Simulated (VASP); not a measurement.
# Be3Se2S (Imm2) in VASP: single point with PBEsol

Aim: the single point of Be3Se2S with PBEsol.

Everything below comes from runs of VASP 6.6.1. Logs are shortened: lines on timing, memory, paths and dates and some standing lists are left out, and cuts for length are marked.

## Step 1: Starting point

It takes space group Imm2 (No. 44, orthorhombic). Conventional cell: a = 3.593 Å, b = 10.776 Å, c = 5.077 Å, α = 90.00°, β = 90.00°, γ = 90.00°. Around Be (site symmetry m) lie 1 S at 2.11 Å and 3 Se at 2.23 to 2.24 Å. Around Be (site symmetry mm2) lie 2 S at 2.15 Å and 2 Se at 2.24 Å. Se (site symmetry m) is surrounded by 4 Be at 2.23 to 2.24 Å. S (site symmetry mm2) has 4 Be at 2.11 to 2.15 Å as nearest neighbours.

The cell was built by a generator and needn't be a form met in nature.

## Step 2: Single point, PBEsol

Contents of INCAR:

```
PREC = Accurate ; ENCUT = 520
EDIFF = 1E-6 ; ISMEAR = 0
SIGMA = 0.03 ; LREAL = False
LASPH = True ; NELM = 80
ALGO = Normal ; ISIF = 2
LWAVE = False ; LCHARG = True
GGA = PS ; LVHAR = True
NBANDS = 21 ; KPAR = 4
```

Contents of KPOINTS:

```
Automatic mesh
0
Gamma
  8 8 8
```

Contents of POSCAR:

```
Be3Se2S
1.0
   -1.7963300000      5.3878500000      2.5385700000
    1.7963300000     -5.3878500000      2.5385700000
    1.7963300000      5.3878500000     -2.5385700000
Be Se S
3 2 1
Direct
    0.4008870000      0.2410370000      0.1598490000
    0.0811880000      0.2410370000      0.8401510000
    0.7675170000      0.2675170000      0.5000000000
    0.3347920000      0.0002520000      0.3345400000
    0.6657120000      0.0002520000      0.6654600000
    0.9999070000      0.9999070000      0.0000000000
```

Potentials or basis: VASP PAW PBE potentials, release 64 (Be, Se, S).

Started as:

```
> cat potpaw_PBE.64/Be/POTCAR potpaw_PBE.64/Se/POTCAR potpaw_PBE.64/S/POTCAR > POTCAR
> mpirun -np 4 vasp_std > vasp.out
```

OUTCAR:

```text
PREC = Accurate
   ENCUT = 520
   EDIFF = 1E-6
   ISMEAR = 0
   LREAL = False
   LASPH = True
   NELM = 80
   ISIF = 2
   GGA = PS

 ion  position               nearest neighbor table
   1  0.401  0.241  0.160-   6 2.11   5 2.23   5 2.23   4 2.24
   2  0.081  0.241  0.840-   6 2.11   4 2.23   4 2.23   5 2.24
   3  0.768  0.268  0.500-   6 2.15   6 2.15   5 2.24   4 2.24
   4  0.335  0.000  0.335-   2 2.23   2 2.23   3 2.24   1 2.24
   5  0.666  0.000  0.665-   1 2.23   1 2.23   3 2.24   2 2.24
   6  1.000  1.000  0.000-   2 2.11   1 2.11   3 2.15   3 2.15

  LATTYP: Found a body centered orthorhombic cell.
 ALAT       =     3.5926600000
 B/A-ratio  =     1.4131980204
 C/A-ratio  =     2.9993653727

  Lattice vectors:

 A1 = (   1.7963300000,  -5.3878500000,  -2.5385700000)
 A2 = (  -1.7963300000,  -5.3878500000,   2.5385700000)
 A3 = (  -1.7963300000,   5.3878500000,  -2.5385700000)

Analysis of symmetry for initial positions (statically):
=====================================================================
 Subroutine PRICEL returns:
 Original cell was already a primitive cell.

 Routine SETGRP: Setting up the symmetry group for a
 body centered orthorhombic supercell.

 Subroutine GETGRP returns: Found  4 space group operations
 (whereof  4 operations were pure point group operations)
 out of a pool of  8 trial point group operations.

The static configuration has the point symmetry C_2v.

Analysis of symmetry for dynamics (positions and initial velocities):
=====================================================================
 Subroutine PRICEL returns:
 Original cell was already a primitive cell.

 Routine SETGRP: Setting up the symmetry group for a
 body centered orthorhombic supercell.

 Subroutine GETGRP returns: Found  4 space group operations
 (whereof  4 operations were pure point group operations)
 out of a pool of  8 trial point group operations.

The dynamic configuration has the point symmetry C_2v.

 Subroutine INISYM returns: Found  4 space group operations
 (whereof  4 operations are pure point group operations),
 and found     1 'primitive' translations

----------------------------------------------------------------------------------------

                                     Primitive cell

  volume of cell :      98.2767

  direct lattice vectors                    reciprocal lattice vectors
    -1.796330000  5.387850000  2.538570000     0.000000000  0.092801396  0.196961281
     1.796330000 -5.387850000  2.538570000     0.278345293  0.000000000  0.196961281
     1.796330000  5.387850000 -2.538570000     0.278345293  0.092801396  0.000000000

  length of vectors
     6.220937770  6.220937770  6.220937770     0.217728835  0.340983648  0.293407909

  position of ions in fractional coordinates (direct lattice)
     0.400887000  0.241037000  0.159849000
     0.081188000  0.241037000  0.840151000
     0.767517000  0.267517000  0.500000000
     0.334792000  0.000252000  0.334540000
     0.665712000  0.000252000  0.665460000
     0.999907000  0.999907000  0.000000000

  ion indices of the primitive-cell ions
   primitive index   ion index
                 1           1
                 2           2
                 3           3
                 4           4
                 5           5
                 6           6

----------------------------------------------------------------------------------------

 KPOINTS: Automatic mesh

Automatic generation of k-mesh.
 Grid dimensions read from file:
 generate k-points for:    8    8    8

 Generating k-lattice:

  Cartesian coordinates                     Fractional coordinates (reciprocal lattice)
     0.000000000  0.011600174  0.024620160     0.125000000 -0.000000000  0.000000000
     0.034793162  0.000000000  0.024620160    -0.000000000  0.125000000  0.000000000
     0.034793162  0.011600174  0.000000000     0.000000000  0.000000000  0.125000000

  Length of vectors
     0.027216104  0.042622956  0.036675989

  Shift w.r.t. Gamma in fractional coordinates (k-lattice)
     0.000000000  0.000000000  0.000000000

 Subroutine IBZKPT returns following result:
 ===========================================

 Found     95 irreducible k-points:

 Following reciprocal coordinates:
            Coordinates               Weight
  0.000000  0.000000  0.000000      1.000000
  0.125000  0.000000  0.000000      4.000000
  0.250000  0.000000  0.000000      4.000000
  0.375000  0.000000  0.000000      4.000000
  0.500000  0.000000  0.000000      2.000000
  0.000000  0.125000  0.000000      4.000000
[... 16 lines left out ...]
  0.125000  0.375000  0.000000      8.000000
  0.250000  0.375000  0.000000      8.000000
 [... further k-points ...]
   k-points           NKPTS =     95   k-points in BZ     NKDIM =     95   number of bands    NBANDS=     21
   number of dos      NEDOS =    301   number of ions     NIONS =      6
   total plane-waves  NPLWV = 110592
   dimension x,y,z NGX =    48 NGY =   48 NGZ =   48
   dimension x,y,z NGXF=    96 NGYF=   96 NGZF=   96
   ions per type =               3   2   1
   NGX,Y,Z   is equivalent  to a cutoff of  12.83, 12.83, 12.83 a.u.
   NGXF,Y,Z  is equivalent  to a cutoff of  25.65, 25.65, 25.65 a.u.
 SYSTEM =  unknown system
   PREC   = accura    normal or accurate (medium, high low for compatibility)
   ISTART =      0    job   : 0-new  1-cont  2-samecut
   ICHARG =      2    charge: 1-file 2-atom 10-const
   ISPIN  =      1    spin polarized calculation?
   LNONCOLLINEAR =      F non collinear calculations
   LSORBIT =      F    spin-orbit coupling
   LASPH  =      T    aspherical Exc in radial PAW
   ENCUT  =  520.0 eV  38.22 Ry    6.18 a.u.  11.57 11.57 11.57*2*pi/ulx,y,z
   NELM   =     80;   NELMIN=  2; NELMDL= -5     # of ELM steps
   EDIFF  = 0.1E-05   stopping-criterion for ELM
   LREAL  =      F    real-space projection
   EDIFFG = 0.1E-04   stopping-criterion for IOM
   NSW    =      0    number of steps for IOM
   IBRION =     -1    ionic relax: 0-MD 1-quasi-New 2-CG
   NFREE  =      0    steps in history (QN), initial steepest desc. (CG)
   ISIF   =      2    stress and relaxation
   ISYM   =      2    0-nonsym 1-usesym 2-fastsym
   POTIM  = 0.5000    time-step for ionic-motion
   TEBEG  =    0.0;   TEEND  =   0.0 temperature during run
   PSTRESS=    0.0 pullay stress
   NELECT =      24.0000    total number of electrons
   NUPDOWN=      -1.0000    fix difference up-down
   EMIN   =  10.00;   EMAX   =-10.00  energy-range for DOS
   EFERMI =   0.00;   METHOD = LEGACY
   ISMEAR =     0;   SIGMA  =   0.03  broadening in eV -4-tet -1-fermi 0-gaus
   EFERMI_NEDOS =   21; number of points for ismear=-14 and -15
   IALGO  =     38    algorithm
   IMIX   =      4    mixing-type and parameters
     AMIX     =   0.40;   BMIX     =  1.00
     AMIX_MAG =   1.60;   BMIX_MAG =  1.00
  volume/ion in A,a.u.               =      16.38       110.53
  Fermi-wavevector in a.u.,A,eV,Ry     =   1.023281  1.933721 14.246720  1.047104
  Thomas-Fermi vector in A             =   2.157006
   LORBIT       =      0    0 simple, 1 ext, 2 COOP (PROOUT), +10 PAW based schemes
   GGA     = PS    functional components
   LHFCALC =     F    Hartree Fock is set to
   AEXX    =    0.0000 exact exchange contribution
   IVDW    =     0    specifies the selected vdW correction
   LEPSILON=     F    determine dielectric tensor
   LRPA    =     F    only Hartree local field effects (RPA)
 non-spin polarized calculation
 Gauss-broadening in eV      SIGMA  =   0.03
  energy-cutoff  :      520.00
  volume of cell :       98.28
 maximum number of plane-waves:      2671
 NGX is ok and might be reduce to    48
   NGX = 23   NGY = 23   NGZ = 23

 number of electron      23.9999999 magnetization

 Free energy of the ion-electron system (eV)
  ---------------------------------------------------
  ext. energy  EPLUGINS =         0.00000000
  ---------------------------------------------------
  free energy    TOTEN  =       -29.39464831 eV

  energy without entropy =      -29.39464831  energy(sigma->0) =      -29.39464831

 E-fermi :   3.6523     XC(G=0):  -9.6149

 val. band max:        3.4759317008   @ k =   0.0000   0.0000   0.0000
 cond. band min:       5.9953352989   @ k =   0.5000   0.5000   0.0000
 fundamental gap:      2.5194035980
 Fermi energy:         3.6522978728

 k-point     1 :       0.0000    0.0000    0.0000
  band No.  band energies     occupation
      1     -10.3075      2.00000
      2      -8.6194      2.00000
      3      -8.4667      2.00000
      4      -1.2876      2.00000
      5      -1.1442      2.00000
      6      -0.7737      2.00000
[... 13 lines left out ...]
     20      12.0924      0.00000
     21      12.1845      0.00000

 k-point     2 :       0.1250    0.0000    0.0000
  band No.  band energies     occupation
      1     -10.2424      2.00000
      2      -8.6847      2.00000
      3      -8.5048      2.00000
      4      -1.6028      2.00000
      5      -1.4616      2.00000
      6      -0.2767      2.00000
[... 13 lines left out ...]
     20      11.3679      0.00000
     21      11.4361      0.00000

 k-point     3 :       0.2500    0.0000    0.0000
  band No.  band energies     occupation
      1     -10.0528      2.00000
      2      -8.8153      2.00000
      3      -8.6643      2.00000
      4      -1.9897      2.00000
      5      -1.5074      2.00000
      6       0.4214      2.00000
[... 13 lines left out ...]
     20      10.4470      0.00000
     21      10.5969      0.00000
[... 457 lines left out ...]
 k-point    23 :       0.1250    0.3750    0.0000
  band No.  band energies     occupation
      1      -9.0292      2.00000
      2      -8.7220      2.00000
      3      -8.5333      2.00000
      4      -1.9836      2.00000
      5      -1.4407      2.00000
      6      -1.1829      2.00000
[... 13 lines left out ...]
     20      11.5121      0.00000
     21      11.8520      0.00000

 k-point    24 :       0.2500    0.3750    0.0000
  band No.  band energies     occupation
      1      -8.9525      2.00000
      2      -8.8064      2.00000
      3      -8.5580      2.00000
      4      -2.0359      2.00000
      5      -1.3660      2.00000
      6      -1.1949      2.00000
[... 13 lines left out ...]
     20      10.7201      0.00000
     21      11.1190      0.00000

 [... further k-points ...]
[... 5 lines left out ...]
  --------------------------------------------------------------------------------------
  -------------------------------------------------------------------------------------
  Total       -1.2639657     -1.2543287     -1.2639289      0.0000000      0.0000000      0.0000000
  in kB      -20.6060675    -20.4489582    -20.6054672      0.0000000      0.0000000      0.0000000
  external PRESSURE =     -20.5534976 kB  Pullay stress =       0.0000000 kB

 VOLUME and BASIS-vectors are now :
 -----------------------------------------------------------------------------
  energy-cutoff  :      520.00
  volume of cell :       98.28
      direct lattice vectors                 reciprocal lattice vectors
    -1.796330000  5.387850000  2.538570000     0.000000000  0.092801396  0.196961281
     1.796330000 -5.387850000  2.538570000     0.278345293  0.000000000  0.196961281
     1.796330000  5.387850000 -2.538570000     0.278345293  0.092801396  0.000000000

 POSITION                                       TOTAL-FORCE (eV/Angst)
 -----------------------------------------------------------------------------------
     -0.00000      1.72249      1.22378         0.000000      0.010093      0.009141
      1.79633      3.66537     -1.31479        -0.000000     -0.010093      0.009141
     -0.00000      5.38785      1.35822         0.000000     -0.000000     -0.010241
      0.00000      3.60490      0.00128        -0.000000      0.000708     -0.000133
      0.00000      7.17080      0.00128        -0.000000     -0.000708     -0.000133
      0.00000      0.00000      5.07667        -0.000000     -0.000000     -0.007775
 -----------------------------------------------------------------------------------
    total drift:                               -0.000004      0.000080      0.000004

  FREE ENERGIE OF THE ION-ELECTRON SYSTEM (eV)
  ---------------------------------------------------
  free  energy   TOTEN  =       -29.3946483103 eV

  energy  without entropy=      -29.3946483103  energy(sigma->0) =      -29.39464831
```

Wall time 68 s (4 MPI ranks of Intel Xeon 6975P-C (Granite Rapids), shared host); peak memory 0.43 GiB.

What came out:

```
Free energy            : -29.3946 eV
Pressure               : -2.1 GPa
Largest force          : 0.014 eV/Å
Band gap on the k mesh : 2.52 eV, indirect (least direct gap 2.69 eV)
```

Forces in eV/Å, atoms in the order of the input:
```
Be   0.000  0.010  0.009
Be   0.000 -0.010  0.009
Be   0.000  0.000 -0.010
Se   0.000  0.001  0.000
Se   0.000 -0.001  0.000
S    0.000  0.000 -0.008
```

Levels at points of the mesh, in eV from the valence-band top:
```
           k point  band 10  band 11  band 12  band 13  band 14  band 15
(0.00, 0.00, 0.00)    -0.13    -0.12     0.00     3.90     4.36     4.48
(0.50, 0.00, 0.00)    -1.26    -1.13    -0.90     4.23     4.45     4.61
(0.00, 0.50, 0.00)    -2.30    -1.14    -1.12     4.42     5.54     5.61
(0.50, 0.50, 0.00)    -2.60    -2.20    -1.75     2.52     4.24     5.02
(0.50, 0.50, 0.50)    -1.71    -0.83    -0.17     2.52     4.19     5.17
```

Caveat: the PAW data sets were made with another functional, which shifts forces and pressure a little. A k mesh can miss the band edges.
